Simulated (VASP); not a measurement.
Given:

```
CELL_PARAMETERS angstrom
      3.88879     0.00000     0.00000
      0.00000     3.88879     0.00000
      0.00000     0.00000     5.48388
ATOMIC_POSITIONS crystal
  Zn 0.50000 0.00000 0.76322
  Zn 0.00000 0.50000 0.23678
  Se 0.00000 0.00000 0.50000
  S  0.50000 0.50000 0.00000
```

Computed with PBEsol GGA, VASP's PBE PAW potentials (set 64) (plane waves; VASP 6.6.1). Settings: 530 eV cut-off, 5×5×4 Γ-centred mesh, Gaussian smearing of 0.050 eV, potentials Zn Se S.

**Question.** Give the elastic stiffness tensor with the ions relaxed (GPa, in the frame of the cell).

**Answer.** 
```csv
,xx,yy,zz,yz,xz,xy
xx,123,35.5,59.7,0.0,0.0,0.0
yy,35.5,123,59.7,0.0,0.0,0.0
zz,59.7,59.7,97.7,0.0,0.0,0.0
yz,0.0,0.0,0.0,42.8,0.0,0.0
xz,0.0,0.0,0.0,0.0,42.8,0.0
xy,0.0,0.0,0.0,0.0,0.0,19.3
```

**Question.** Predict the Hill bulk modulus, Hill shear modulus, Young's modulus, Poisson's ratio.

**Answer.** 
```
Item                   Value
------------------  --------
Hill bulk modulus   72.7 GPa
Hill shear modulus  31.2 GPa
Young's modulus     81.9 GPa
Poisson's ratio        0.312
```

The structure comes from a computed database's Zn2SeS entry (P-4m2); how it stands against other phases isn't given here. It was relaxed first.
